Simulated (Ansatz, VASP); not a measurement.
## LuBeSi4 in VASP and in Ansatz

```
Lu Be Si
1.0
     4.83024    0.00000    0.00000
    -2.41512    4.18311    0.00000
     0.00000    0.00000    9.52956
Lu Be Si
1 1 4
Direct
  0.00000 0.00000 0.50000
  0.00000 0.00000 0.00000
  0.00000 0.00000 0.22553
  0.00000 0.00000 0.77447
  0.33333 0.66667 0.50000
  0.66667 0.33333 0.50000
```

Alike in both runs: functional PBE; k mesh 6 × 6 × 2; occupations gaussian, width 0.1 eV; no spin polarisation.

Ansatz relaxed the structure, and its values are those at the end. VASP's run is a single point on that final structure, the one shown.

|  | VASP | Ansatz |
| --- | --- | --- |
| version | VASP 6.6.1 | Ansatz 0.2.0 |
| potentials or method | VASP PAW PBE potentials, release 64 (Lu, Be, Si) | scalar-relativistic, plane waves, PAW |
| plane-wave cutoff (eV) | 520 | 420 |
| valence electrons in the cell | 43 | 43 |

|  | VASP | Ansatz | Ansatz less VASP |
| --- | --- | --- | --- |
| gap on the k mesh at the Fermi level (eV) | none | none | - |
| pressure (GPa) | 0.1 | 0.0 | -0.10 |
| rms of the force components (eV/Å) | 0.009 | 0.001 | -0.0081 |

A gap of «none» marks a metal or a gap that the smearing closes.

Spin-orbit coupling is left out, which matters for the levels of Lu.
